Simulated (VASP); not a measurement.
OSZICAR of a VASP run on Pt₃Ti:

### OSZICAR
```
       N       E                     dE             d eps       ncg     rms          rms(c)
DAV:   1     0.141151982926E+04    0.14115E+04   -0.70119E+04  1552   0.128E+03
DAV:   2     0.296593849406E+02   -0.13819E+04   -0.13216E+04  1564   0.359E+02
DAV:   3    -0.119500406455E+03   -0.14916E+03   -0.14496E+03  2084   0.110E+02
DAV:   4    -0.136452958072E+03   -0.16953E+02   -0.16867E+02  2280   0.307E+01
DAV:   5    -0.137998054539E+03   -0.15451E+01   -0.15440E+01  2056   0.739E+00    0.419E+01
DAV:   6    -0.129737849243E+03    0.82602E+01   -0.79167E+01  2124   0.351E+01    0.289E+01
DAV:   7    -0.138817603036E+03   -0.90798E+01   -0.23283E+02  2024   0.618E+01    0.276E+01
DAV:   8    -0.131639306144E+03    0.71783E+01   -0.16998E+01  1920   0.146E+01    0.174E+01
DAV:   9    -0.124523217439E+03    0.71161E+01   -0.14965E+01  2152   0.124E+01    0.592E+00
DAV:  10    -0.124069064876E+03    0.45415E+00   -0.37126E+00  2128   0.652E+00    0.303E+00
DAV:  11    -0.124041269859E+03    0.27795E-01   -0.28159E-01  2120   0.162E+00    0.260E+00
DAV:  12    -0.124050915554E+03   -0.96457E-02   -0.21061E-02  2048   0.525E-01    0.256E+00
DAV:  13    -0.124022391005E+03    0.28525E-01   -0.43345E-01  2072   0.290E+00    0.150E+00
DAV:  14    -0.124008112708E+03    0.14278E-01   -0.67799E-02  1956   0.140E+00    0.952E-01
DAV:  15    -0.124009085951E+03   -0.97324E-03   -0.50886E-03  2160   0.204E-01    0.101E+00
DAV:  16    -0.124011785257E+03   -0.26993E-02   -0.12144E-02  1992   0.467E-01    0.680E-01
DAV:  17    -0.124008777626E+03    0.30076E-02   -0.80299E-03  1928   0.397E-01    0.343E-01
DAV:  18    -0.124007952794E+03    0.82483E-03   -0.23065E-03  2264   0.170E-01    0.166E-01
DAV:  19    -0.124007935142E+03    0.17653E-04   -0.33328E-04  2152   0.703E-02    0.108E-01
DAV:  20    -0.124007978803E+03   -0.43661E-04   -0.42502E-04  2240   0.779E-02    0.258E-02
DAV:  21    -0.124008055679E+03   -0.76877E-04   -0.71042E-05  1752   0.261E-02    0.290E-02
DAV:  22    -0.124008271383E+03   -0.21570E-03   -0.12056E-04  1904   0.348E-02    0.636E-02
DAV:  23    -0.124008276378E+03   -0.49952E-05   -0.82514E-05  1704   0.384E-02
   1 F= -.12400828E+03 E0= -.12400867E+03  d E =-.124008E+03
       N       E                     dE             d eps       ncg     rms          rms(c)
DAV:   1    -0.123417016823E+03    0.59125E+00   -0.10339E+02  1532   0.546E+01    0.183E+00
DAV:   2    -0.124283421148E+03   -0.86640E+00   -0.91175E+00  1496   0.121E+01    0.124E+00
DAV:   3    -0.124309632381E+03   -0.26211E-01   -0.44198E-01  2136   0.256E+00    0.961E-01
DAV:   4    -0.124304725232E+03    0.49071E-02   -0.88366E-02  2012   0.122E+00    0.708E-01
DAV:   5    -0.124305036271E+03   -0.31104E-03   -0.47107E-02  2120   0.954E-01    0.639E-01
DAV:   6    -0.124299997798E+03    0.50385E-02   -0.21605E-02  2112   0.748E-01    0.183E-01
DAV:   7    -0.124299704565E+03    0.29323E-03   -0.44750E-03  2108   0.277E-01    0.100E-01
DAV:   8    -0.124299554983E+03    0.14958E-03   -0.75847E-04  2132   0.139E-01    0.406E-02
DAV:   9    -0.124299544007E+03    0.10976E-04   -0.83482E-05  1680   0.441E-02    0.200E-02
DAV:  10    -0.124299543741E+03    0.26645E-06   -0.26385E-05  1240   0.247E-02
   2 F= -.12429954E+03 E0= -.12429934E+03  d E =-.291267E+00
       N       E                     dE             d eps       ncg     rms          rms(c)
DAV:   1    -0.124218635026E+03    0.80909E-01   -0.11987E+01  1532   0.189E+01    0.687E-01
DAV:   2    -0.124319065983E+03   -0.10043E+00   -0.10626E+00  1472   0.402E+00    0.514E-01
DAV:   3    -0.124321973433E+03   -0.29075E-02   -0.54371E-02  2148   0.949E-01    0.359E-01
DAV:   4    -0.124321222456E+03    0.75098E-03   -0.11789E-02  2064   0.481E-01    0.275E-01
DAV:   5    -0.124320970725E+03    0.25173E-03   -0.52352E-03  2060   0.323E-01    0.166E-01
DAV:   6    -0.124320638780E+03    0.33195E-03   -0.19535E-03  2216   0.240E-01    0.535E-02
DAV:   7    -0.124320582631E+03    0.56150E-04   -0.36744E-04  2084   0.928E-02    0.157E-02
DAV:   8    -0.124320580463E+03    0.21671E-05   -0.27828E-05  1264   0.280E-02
   3 F= -.12432058E+03 E0= -.12432007E+03  d E =-.312304E+00
       N       E                     dE             d eps       ncg     rms          rms(c)
DAV:   1    -0.124052486107E+03    0.26810E+00   -0.21119E+01  1748   0.356E+01    0.115E+00
DAV:   2    -0.124383627489E+03   -0.33114E+00   -0.35651E+00  1408   0.731E+00    0.625E-01
DAV:   3    -0.124392250307E+03   -0.86228E-02   -0.14349E-01  2116   0.173E+00    0.512E-01
DAV:   4    -0.124390801891E+03    0.14484E-02   -0.33147E-02  2136   0.873E-01    0.406E-01
DAV:   5    -0.124389460951E+03    0.13409E-02   -0.10402E-02  2068   0.522E-01    0.189E-01
DAV:   6    -0.124389237565E+03    0.22339E-03   -0.36498E-03  2160   0.250E-01    0.941E-02
DAV:   7    -0.124389172081E+03    0.65484E-04   -0.61887E-04  2020   0.112E-01    0.284E-02
DAV:   8    -0.124389175220E+03   -0.31394E-05   -0.85839E-05  1720   0.519E-02
   4 F= -.12438918E+03 E0= -.12438877E+03  d E =-.685948E-01
       N       E                     dE             d eps       ncg     rms          rms(c)
DAV:   1    -0.124121916778E+03    0.26726E+00   -0.18105E+01  1740   0.329E+01    0.108E+00
DAV:   2    -0.124405289221E+03   -0.28337E+00   -0.30572E+00  1416   0.672E+00    0.590E-01
DAV:   3    -0.124412366093E+03   -0.70769E-02   -0.11882E-01  2140   0.152E+00    0.461E-01
DAV:   4    -0.124411687055E+03    0.67904E-03   -0.27333E-02  2120   0.802E-01    0.394E-01
DAV:   5    -0.124410172559E+03    0.15145E-02   -0.99140E-03  2052   0.520E-01    0.148E-01
DAV:   6    -0.124410155359E+03    0.17200E-04   -0.29681E-03  2160   0.220E-01    0.984E-02
DAV:   7    -0.124410040470E+03    0.11489E-03   -0.71518E-04  2044   0.123E-01    0.257E-02
DAV:   8    -0.124410045020E+03   -0.45509E-05   -0.81090E-05  1760   0.501E-02
   5 F= -.12441005E+03 E0= -.12440986E+03  d E =-.894646E-01
       N       E                     dE             d eps       ncg     rms          rms(c)
DAV:   1    -0.124289413406E+03    0.12063E+00   -0.21873E+01  1560   0.247E+01    0.881E-01
DAV:   2    -0.124438473915E+03   -0.14906E+00   -0.15982E+00  1520   0.507E+00    0.718E-01
DAV:   3    -0.124440177402E+03   -0.17035E-02   -0.91205E-02  2076   0.124E+00    0.469E-01
DAV:   4    -0.124438400051E+03    0.17774E-02   -0.22543E-02  2012   0.656E-01    0.387E-01
DAV:   5    -0.124438219264E+03    0.18079E-03   -0.11288E-02  2112   0.573E-01    0.308E-01
DAV:   6    -0.124437041371E+03    0.11779E-02   -0.54805E-03  2124   0.450E-01    0.659E-02
DAV:   7    -0.124436997540E+03    0.43830E-04   -0.82708E-04  1884   0.124E-01    0.431E-02
DAV:   8    -0.124436973378E+03    0.24162E-04   -0.21606E-04  2000   0.780E-02    0.266E-02
DAV:   9    -0.124436974197E+03   -0.81902E-06   -0.26450E-05  1148   0.278E-02
   6 F= -.12443697E+03 E0= -.12443734E+03  d E =-.269292E-01
       N       E                     dE             d eps       ncg     rms          rms(c)
DAV:   1    -0.124436945360E+03    0.28018E-04   -0.68348E-03  1560   0.439E-01    0.156E-02
DAV:   2    -0.124436996288E+03   -0.50929E-04   -0.50023E-04  1504   0.885E-02    0.872E-03
DAV:   3    -0.124437000380E+03   -0.40911E-05   -0.22024E-05  1276   0.196E-02    0.806E-03
DAV:   4    -0.124437001811E+03   -0.14315E-05   -0.49915E-06   892   0.125E-02
   7 F= -.12443700E+03 E0= -.12443735E+03  d E =-.269568E-01
       N       E                     dE             d eps       ncg     rms          rms(c)
DAV:   1    -0.124431027336E+03    0.59730E-02   -0.31716E+00  1484   0.672E+00    0.231E-01
DAV:   2    -0.124441511271E+03   -0.10484E-01   -0.11154E-01  1484   0.128E+00    0.238E-01
DAV:   3    -0.124441313672E+03    0.19760E-03   -0.77248E-03  2032   0.355E-01    0.141E-01
DAV:   4    -0.124441086221E+03    0.22745E-03   -0.16017E-03  2072   0.177E-01    0.119E-01
DAV:   5    -0.124441041232E+03    0.44990E-04   -0.12081E-03  2080   0.176E-01    0.933E-02
DAV:   6    -0.124440912925E+03    0.12831E-03   -0.55973E-04  2092   0.126E-01    0.224E-02
DAV:   7    -0.124440906990E+03    0.59354E-05   -0.74768E-05  1600   0.352E-02
   8 F= -.12444091E+03 E0= -.12444139E+03  d E =-.390518E-02
       N       E                     dE             d eps       ncg     rms          rms(c)
DAV:   1    -0.124440872029E+03    0.40896E-04   -0.17544E-02  1488   0.499E-01    0.188E-02
DAV:   2    -0.124440931139E+03   -0.59110E-04   -0.61461E-04  1552   0.979E-02    0.231E-02
DAV:   3    -0.124440927238E+03    0.39004E-05   -0.43011E-05  1528   0.305E-02    0.109E-02
DAV:   4    -0.124440926450E+03    0.78876E-06   -0.81921E-06   980   0.155E-02
   9 F= -.12444093E+03 E0= -.12444141E+03  d E =-.392464E-02
       N       E                     dE             d eps       ncg     rms          rms(c)
DAV:   1    -0.124440249315E+03    0.67792E-03   -0.39663E-01  1484   0.259E+00    0.111E-01
DAV:   2    -0.124441912722E+03   -0.16634E-02   -0.17091E-02  1768   0.546E-01    0.118E-01
DAV:   3    -0.124441753681E+03    0.15904E-03   -0.15621E-03  1972   0.221E-01    0.699E-02
DAV:   4    -0.124441707666E+03    0.46015E-04   -0.23198E-04  2008   0.723E-02    0.391E-02
DAV:   5    -0.124441723550E+03   -0.15884E-04   -0.21580E-04  1956   0.664E-02    0.474E-02
DAV:   6    -0.124441693431E+03    0.30120E-04   -0.85427E-05  1696   0.414E-02    0.849E-03
DAV:   7    -0.124441693810E+03   -0.37975E-06   -0.13256E-05  1100   0.183E-02
  10 F= -.12444169E+03 E0= -.12444222E+03  d E =-.767361E-03
```

Which electronic solver shows in the log?

It is blocked Davidson (ALGO = Normal, or the opening steps of other solvers). The INCAR had ALGO = Normal.

Can the final energy be trusted as converged?

The calculation finished and met its thresholds. It stopped with EDIFF = 1E-5, NELM = 100, NSW = 50 and EDIFFG = -0.03 after 10 ionic steps (PBEsol GGA, plane waves, VASP's PBE PAW potentials (set 64)).

The cell is a thin slab with vacuum, built from Pt3Ti (L1_2): (111) face.
